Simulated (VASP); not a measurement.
# GaN (P6_3mc) in VASP: Born charges and dielectric tensor with LDA

Aim: the Born charges and dielectric tensor of GaN with LDA.

All numbers are computed with VASP 6.6.1; they aren't measurements. Logs are shortened: lines on timing, memory, paths and dates and some standing lists are left out, and cuts for length are marked.

**Measured values to compare with.**

From “Studying electronic properties in GaN without electrical contacts using γ-γ vs e−-γ Perturbed Angular Correlations”, 2019, pmc:6823545, for a bulk crystal of GaN: band gap 3.503 ± 0.005 eV (direct).

How close the calculation comes is told below.

### Step 1. The structure

Symmetry: P6_3mc, No. 186, hexagonal system. Conventional cell: a = 3.189 Å, b = 3.189 Å, c = 5.192 Å, α = 90.00°, β = 90.00°, γ = 120.00°. Ga (site symmetry 3m) is surrounded by 4 N at 1.95 to 1.96 Å. N (site symmetry 3m) is surrounded by 4 Ga at 1.95 to 1.96 Å.

The cell is a database's computed one.

### Step 2. Born charges and dielectric tensor, LDA

File INCAR:

```
SYSTEM = GaN
PREC = Accurate
ENCUT = 600
EDIFF = 1E-8
ISMEAR = 0
SIGMA = 0.02
LREAL = .False.
LASPH = .True.
NELM = 100
ALGO = Normal
ISIF = 2
LWAVE = .False.
LCHARG = .False.
GGA = CA
LEPSILON = .True.
IBRION = 8
NSW = 1
```

File KPOINTS:

```
Automatic mesh
0
Gamma
  12 12 6
  0 0 0
```

File POSCAR:

```
GaN
1.0
    3.1889304000      0.0000000000      0.0000000000
   -1.5944652000      2.7616947400      0.0000000000
    0.0000000000      0.0000000000      5.1923572500
Ga N
2 2
Direct
    0.6666666700      0.3333333300      0.4990837100
    0.3333333300      0.6666666700      0.9990837100
    0.6666666700      0.3333333300      0.8759162900
    0.3333333300      0.6666666700      0.3759162900
```

Potentials or basis: VASP PAW LDA potentials, release 64 (Ga_d, N).

The run is started by

```bash
$ cat potpaw_LDA.64/Ga_d/POTCAR potpaw_LDA.64/N/POTCAR > POTCAR
$ mpirun -np 1 vasp_std > vasp.out
```

OUTCAR:

```text
SYSTEM = GaN
   PREC = Accurate
   ENCUT = 600
   EDIFF = 1E-8
   ISMEAR = 0
   LREAL = .False.
   LASPH = .True.
   NELM = 100
   ISIF = 2
   GGA = CA
   LEPSILON = .True.
   IBRION = 8
   NSW = 1

 ion  position               nearest neighbor table
   1  0.667  0.333  0.499-   4 1.95   4 1.95   4 1.95   3 1.96
   2  0.333  0.667  0.999-   3 1.95   3 1.95   3 1.95   4 1.96
   3  0.667  0.333  0.876-   2 1.95   2 1.95   2 1.95   1 1.96
   4  0.333  0.667  0.376-   1 1.95   1 1.95   1 1.95   2 1.96

  LATTYP: Found a hexagonal cell.
 ALAT       =     3.1889304000
 C/A-ratio  =     1.6282441442

  Lattice vectors:

 A1 = (   3.1889304000,   0.0000000000,   0.0000000000)
 A2 = (  -1.5944652000,   2.7616947400,   0.0000000000)
 A3 = (   0.0000000000,   0.0000000000,   5.1923572500)

Analysis of symmetry for initial positions (statically):
=====================================================================
 Subroutine PRICEL returns:
 Original cell was already a primitive cell.

 Routine SETGRP: Setting up the symmetry group for a
 hexagonal supercell.

 Subroutine GETGRP returns: Found 12 space group operations
 (whereof  6 operations were pure point group operations)
 out of a pool of 24 trial point group operations.

The static configuration has the point symmetry C_3v.
 The point group associated with its full space group is C_6v.

Analysis of symmetry for dynamics (positions and initial velocities):
=====================================================================
 Subroutine PRICEL returns:
 Original cell was already a primitive cell.

 Routine SETGRP: Setting up the symmetry group for a
 hexagonal supercell.

 Subroutine GETGRP returns: Found 12 space group operations
[... 877 lines left out ...]
 ---------------------------------------------------------------------------------
 ion    1
    1     2.59392     0.00000     0.00000
    2     0.00000     2.59392    -0.00000
    3     0.00000    -0.00000     2.73264
 ion    2
    1     2.59392    -0.00000     0.00000
    2     0.00000     2.59392     0.00000
    3     0.00000     0.00000     2.73264
 ion    3
    1    -2.59392     0.00000     0.00000
    2     0.00000    -2.59392     0.00000
    3     0.00000     0.00000    -2.73264
 ion    4
    1    -2.59392     0.00000     0.00000
    2     0.00000    -2.59392     0.00000
    3     0.00000     0.00000    -2.73264

 INTERNAL STRAIN TENSOR FOR ION    4 for displacements in x,y,z  (eV/Angst):
          X           Y           Z          XY          YZ          ZX
  --------------------------------------------------------------------------------
  x     0.00000     0.00000     0.00000    -8.59703     0.00000     4.66131
  y    -8.59703     8.59703    -0.00000     0.00000     5.04592    -0.00000
  z     4.74398     4.74398    -8.93417    -0.00000     0.00000     0.00000

 SECOND DERIVATIVES (NOT SYMMETRIZED)
 ------------------------------------
               1X          1Y          1Z          2X          2Y          2Z          3X          3Y          3Z          4X          4Y          4Z
  1X   -12.847622   -0.000000   -0.000000    0.412338    0.000000    0.000000    1.145099    0.000000    0.000000   11.290185    0.000000    0.000000
  1Y     0.000000  -12.847622    0.000000    0.000000    0.412338    0.000000   -0.000000    1.145099    0.000000    0.000000   11.290185    0.000000
  1Z     0.000000    0.000000  -19.407379    0.000000    0.000000    8.074299   -0.000000    0.000000    6.347701    0.000000    0.000000    4.985379
  2X     0.412338    0.000000    0.000000  -12.847622    0.000000    0.000000   11.290185    0.000000   -0.000000    1.145099    0.000000    0.000000
  2Y    -0.000000    0.412338    0.000000   -0.000000  -12.847622    0.000000    0.000000   11.290185    0.000000   -0.000000    1.145099    0.000000
  2Z     0.000000    0.000000    8.074299   -0.000000    0.000000  -19.407379    0.000000   -0.000000    4.985379    0.000000    0.000000    6.347701
  3X     1.134157    0.000000   -0.000000   11.276900    0.000000   -0.000000  -13.027377    0.000000    0.000000    0.616320    0.000000    0.000000
  3Y     0.000000    1.134157    0.000000   -0.000000   11.276900    0.000000    0.000000  -13.027377    0.000000   -0.000000    0.616320    0.000000
  3Z     0.000000    0.000000    6.331958    0.000000    0.000000    5.006440    0.000000    0.000000  -17.272821    0.000000    0.000000    5.934422
  4X    11.276900    0.000000    0.000000    1.134157    0.000000    0.000000    0.616320    0.000000    0.000000  -13.027377    0.000000    0.000000
  4Y    -0.000000   11.276900    0.000000    0.000000    1.134157    0.000000   -0.000000    0.616320   -0.000000    0.000000  -13.027377    0.000000
  4Z    -0.000000   -0.000000    5.006440    0.000000    0.000000    6.331958   -0.000000    0.000000    5.934422    0.000000    0.000000  -17.272821

 Eigenvectors and eigenvalues of the dynamical matrix
 ----------------------------------------------------

   1 f  =   20.136061 THz   126.518602 2PiTHz  671.666696 cm-1    83.276019 meV
             X         Y         Z           dx          dy          dz
      1.594465  0.920565  2.591421     0.000000    0.000000    0.024033
     -0.000000  1.841130  5.187600     0.000000    0.000000   -0.024033
      1.594465  0.920565  4.548070     0.000000    0.000000   -0.706698
     -0.000000  1.841130  1.951892    -0.000000   -0.000000    0.706698
[... 71 lines left out ...]
  12 f/i=    0.005874 THz     0.036906 2PiTHz    0.195928 cm-1     0.024292 meV
             X         Y         Z           dx          dy          dz
      1.594465  0.920565  2.591421    -0.203879    0.612114   -0.000000
     -0.000000  1.841130  5.187600    -0.203879    0.612114   -0.000000
      1.594465  0.920565  4.548070    -0.091451    0.274566   -0.000000
     -0.000000  1.841130  1.951892    -0.091451    0.274566   -0.000000

--------------------------------------------------------------------------------------------------------

 MACROSCOPIC STATIC DIELECTRIC TENSOR IONIC CONTRIBUTION
 ------------------------------------------------------
           4.286399    -0.000000     0.000000
          -0.000000     4.286399     0.000000
           0.000000     0.000000     5.213440
 ------------------------------------------------------

 ELASTIC MODULI CONTR FROM IONIC RELAXATION (kBar)
 Direction    XX          YY          ZZ          XY          YZ          ZX
 --------------------------------------------------------------------------------
 XX        -520.7566    242.2942    261.9276      0.0000     -0.0000      0.0000
 YY         242.2942   -520.7566    261.9276     -0.0000      0.0000     -0.0000
 ZZ         261.9276    261.9276   -492.7493     -0.0000      0.0000      0.0000
 XY           0.0000     -0.0000     -0.0000   -381.5254     -0.0000      0.0000
 YZ           0.0000      0.0000      0.0000     -0.0000   -119.9739      0.0000
 ZX           0.0000     -0.0000      0.0000      0.0000      0.0000   -128.4028
 --------------------------------------------------------------------------------

 PIEZOELECTRIC TENSOR IONIC CONTR  for field in x, y, z        (C/m^2)
          XX          YY          ZZ          XY          YZ          ZX
  --------------------------------------------------------------------------------
  x     0.00000    -0.00000     0.00000     0.00000     0.00000    -0.69808
  y    -0.00000    -0.00000     0.00000     0.00000    -0.67478     0.00000
  z    -0.80168    -0.80168     1.50816     0.00000    -0.00000    -0.00000
```

OSZICAR:

```text
N       E                     dE             d eps       ncg     rms          rms(c)
DAV:   1     0.291484828084E+03    0.29148E+03   -0.20029E+04  3528   0.330E+03
DAV:   2     0.567348140024E+01   -0.28581E+03   -0.27721E+03  3682   0.568E+02
[... 13 lines left out ...]
RMM:   7    -0.243707287481E+00   -0.33682E-05   -0.42862E-07  7661   0.726E-03    0.773E-04
RMM:   8    -0.243702489417E+00    0.47981E-05   -0.62037E-07  8396   0.268E-03    0.237E-04
RMM:   9    -0.243702545819E+00   -0.56402E-07    0.19270E-07  8223   0.103E-03    0.511E-05
RMM:  10    -0.243702509126E+00    0.36693E-07    0.56808E-08  9063   0.329E-04    0.191E-05
RMM:  11    -0.243702629481E+00   -0.12035E-06   -0.48493E-08  8502   0.874E-05    0.416E-06
RMM:  12    -0.243702635013E+00   -0.55321E-08    0.62084E-09  8478   0.327E-05    0.161E-06
 Linear response finished
```

Wall time 37 min (1 thread of Intel Xeon Platinum 8488C (Sapphire Rapids), shared host); peak memory 1.1 GiB.

Results:

```
Band gap on the k mesh                                  : 1.92 eV, direct
Electronic dielectric tensor (diagonal)                 : 5.75, 5.75, 5.94
Born charges (mean of the diagonal)                     : Ga +2.64; N -2.64 e
Highest phonon frequency at Γ, LO-TO splitting left out : 672 cm⁻¹
```

Levels at points of the mesh, in eV from the valence-band top:
```tsv
k point	band 16	band 17	band 18	band 19	band 20	band 21
(0.00, 0.00, 0.00)	-0.04	0.00	0.00	1.92	4.15	9.04
(0.50, 0.00, 0.00)	-2.77	-2.23	-1.01	4.90	5.47	5.91
(0.00, 0.00, 0.50)	-0.54	-0.54	-0.54	4.19	4.19	8.30
(0.50, 0.00, 0.50)	-1.96	-1.90	-1.90	4.29	4.29	7.60
```

Phonon frequencies in cm⁻¹ (negative: imaginary):
| q point | frequencies |
| --- | --- |
| (0.000, 0.000, 0.000) | 0 0 0 141 141 327 514 538 538 545 545 672 |

Electronic dielectric tensor:
```
5.75 0.00 0.00
0.00 5.75 0.00
0.00 0.00 5.94
```

Born effective charge tensors (e):
atom 1, Ga
```
2.59 0.00 0.00
0.00 2.59 0.00
0.00 0.00 2.73
```
atom 2, Ga
```
2.59 0.00 0.00
0.00 2.59 0.00
0.00 0.00 2.73
```
atom 3, N
```
-2.59  0.00  0.00
 0.00 -2.59  0.00
 0.00  0.00 -2.73
```
atom 4, N
```
-2.59  0.00  0.00
 0.00 -2.59  0.00
 0.00  0.00 -2.73
```

### Step 3. How close it comes

Step 2. Against the measured gap of GaN, 3.503 eV (direct; quoted in “Studying electronic properties in GaN without electrical contacts using γ-γ vs e−-γ Perturbed Angular Correlations”, 2019, pmc:6823545), the calculated 1.92 eV is off by -1.58 eV. Spin-orbit coupling on Ga is left out. The value is that of LDA, without temperature or zero-point motion. Semilocal functionals fall short of measured gaps as a rule. The cell is a database's relaxed one, not the measured one, which moves gaps too.
